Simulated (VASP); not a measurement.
OSZICAR of a VASP run on MgO (rock salt):

OSZICAR:
```
       N       E                     dE             d eps       ncg     rms          rms(c)
DAV:   1     0.762532397237E+01    0.76253E+01   -0.49977E+03  1416   0.891E+02
DAV:   2    -0.147658746656E+02   -0.22391E+02   -0.22265E+02  1352   0.133E+02
DAV:   3    -0.150323558740E+02   -0.26648E+00   -0.26648E+00  1512   0.155E+01
DAV:   4    -0.150327367840E+02   -0.38091E-03   -0.38091E-03  1496   0.557E-01
DAV:   5    -0.150327369723E+02   -0.18828E-06   -0.18828E-06  1536   0.943E-03    0.710E+00
DAV:   6    -0.135091035600E+02    0.15236E+01   -0.97860E+00  1152   0.221E+01    0.223E+00
DAV:   7    -0.134689653702E+02    0.40138E-01   -0.44958E-02  1216   0.259E+00    0.125E+00
DAV:   8    -0.134455543132E+02    0.23411E-01   -0.23583E-02  1184   0.209E+00    0.131E-01
DAV:   9    -0.134454768381E+02    0.77475E-04   -0.16225E-04  1704   0.132E-01    0.787E-02
DAV:  10    -0.134454545230E+02    0.22315E-04   -0.35352E-05  1200   0.743E-02    0.724E-03
DAV:  11    -0.134454537904E+02    0.73259E-06   -0.30208E-06  1392   0.114E-02    0.233E-03
DAV:  12    -0.134454537642E+02    0.26169E-07   -0.18423E-07   816   0.341E-03
   1 F= -.13445454E+02 E0= -.13445454E+02  d E =0.000000E+00
```

Task: Which electronic solver shows in the log?

Result: It is blocked Davidson (ALGO = Normal, or the opening steps of other solvers). The INCAR had ALGO = Normal.

Task: Can the final energy be trusted as converged?

Result: Self-consistency was reached. It stopped with EDIFF = 1E-7, NELM = 100 (LDA (Ceperley-Alder, Perdew-Zunger), plane waves, VASP's LDA PAW potentials (set 64)).

The compound is MgO in the rock salt structure. It was relaxed first.
